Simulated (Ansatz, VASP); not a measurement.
## Ag2C: VASP beside Ansatz

Contents of INCAR:

```
SYSTEM = Ag2C
PREC = Accurate ; ENCUT = 520
EDIFF = 1E-7 ; ISMEAR = -1
SIGMA = 0.05 ; LREAL = .FALSE.
LASPH = .TRUE. ; NELM = 80
ALGO = Normal ; ISIF = 2
LWAVE = .FALSE. ; LCHARG = .FALSE.
GGA = CA ; NBANDS = 20
```

The input KPOINTS:

```
regular mesh
0
G
  14 14 14
  0 0 0
```

POSCAR

```
Ag2C
1.0
    1.5132901790     -0.8736984922      5.0298233832
    0.0000000000      1.7473969844      5.0298233832
   -1.5132901790     -0.8736984922      5.0298233832
C Ag
1 2
Direct
    0.0000000000      0.0000000000      0.0000000000
    0.2412175721      0.2412175721      0.2412175721
    0.7587824279      0.7587824279      0.7587824279
```

Input for Ansatz:

```yaml
crystal:
  lattice:
    - [1.513290179, -0.8736984922, 5.0298233832]
    - [0.0, 1.7473969844, 5.0298233832]
    - [-1.513290179, -0.8736984922, 5.0298233832]
  atoms:
    - { symbol: C, position: [0.0, 0.0, 0.0] }
    - { symbol: Ag, position: [0.2412175721, 0.2412175721, 0.2412175721] }
    - { symbol: Ag, position: [0.7587824279, 0.7587824279, 0.7587824279] }
kpoints:
  mp_grid: { grid: [14, 14, 14] }
  band_path:
    path:
      - [0.0, 0.0, 0.0]
      - [0.5, 0.5, 0.5]
      - [0.8132180367, 0.1867819633, 0.5]
      - [0.5, -0.1867819633, 0.1867819633]
      - [0.5, 0.0, 0.0]
      - [0.0, 0.0, 0.0]
      - [0.3433909817, -0.3433909817, 0.0]
      - [0.6566090183, 0.0, 0.3433909817]
      - [0.5, 0.0, 0.5]
    npoints: 14
scf:
  occupations: { method: fermi_dirac, width: 0.05 }
hamiltonian:
  xc: lda
  pseudopotentials: { kind: all_electron, lapw: { basis_error: 0.0005 } }
output:
  forces: true
  stress: true
  eigenvalues: true
  populations: true
  dos: { projected: true, de: 0.2, e_range: [-14, 8] }
```

The cell comes from a database or a generator and needn't be the stable form of this composition.

Alike in both runs: task single point; functional LDA; k mesh 14 × 14 × 14; occupations fermi-dirac, width 0.05 eV; no spin polarisation.

|  | VASP | Ansatz |
| --- | --- | --- |
| version | VASP 6.6.1 | Ansatz 0.2.0 |
| potentials or method | VASP PAW LDA potentials, release 64 (C, Ag) | all-electron LAPW, scalar-relativistic |
| plane-wave cutoff (eV) | 520 | see its input |

Ansatz gave:

- pressure (GPa): 0.0
- largest component of the traceless stress (GPa): 0.03
- rms of the force components (eV/Å): 0.000

Question: What did VASP give for the same quantities?

Answer: Pressure (GPa): 0.2; largest component of the traceless stress (GPa): 0.08; rms of the force components (eV/Å): 0.008.

Atom by atom the forces differ by 0.008 eV/Å (rms over components). Ansatz ran all-electron here, so the differences hold the error of VASP's frozen core and of both bases.
